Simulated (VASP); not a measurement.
Input:

```yaml
crystal:
  lattice:
    - [0.00000, 3.15477, 3.15477]
    - [3.15477, 0.00000, 3.15477]
    - [12.61783, 12.61783, 0.00125]
  atoms:
    - { symbol: In, position: [0.01963, 0.01963, 0.98528] }
    - { symbol: In, position: [0.00084, 0.00084, 0.24937] }
    - { symbol: In, position: [0.98073, 0.98073, 0.51445] }
    - { symbol: In, position: [0.99948, 0.99948, 0.75039] }
    - { symbol: Sb, position: [0.25784, 0.25784, 0.05662] }
    - { symbol: Sb, position: [0.23928, 0.23928, 0.32054] }
    - { symbol: As, position: [0.24167, 0.24167, 0.56874] }
    - { symbol: As, position: [0.26053, 0.26053, 0.80460] }
```

Method: PBEsol GGA, VASP's PBE PAW potentials (set 64) (plane waves; VASP 6.6.1). Settings: 400 eV cut-off, 9×9×3 Γ-centred mesh, tetrahedra with Blöchl corrections, potentials In_d Sb As.

Unless said otherwise, spin-orbit coupling is left out, though it shifts the bands of the heavy elements here.

Q: What does the run give for the energy per atom (σ→0), band gap (on the k-mesh) with the smallest direct gap where there is one?

A: 
```
Item                                                         Value
------------------------  ----------------------------------------
band gap (on the k-mesh)  none (metal, semimetal or under 0.01 eV)
energy per atom (σ→0)                               -4.023 eV/atom
```

Total energies compare only between runs with the same potentials, cut-off and functional.

The structure was generated: In4As2Sb2 was put into an ordered model structure (R3m), which need not be its known phase. It was relaxed first.
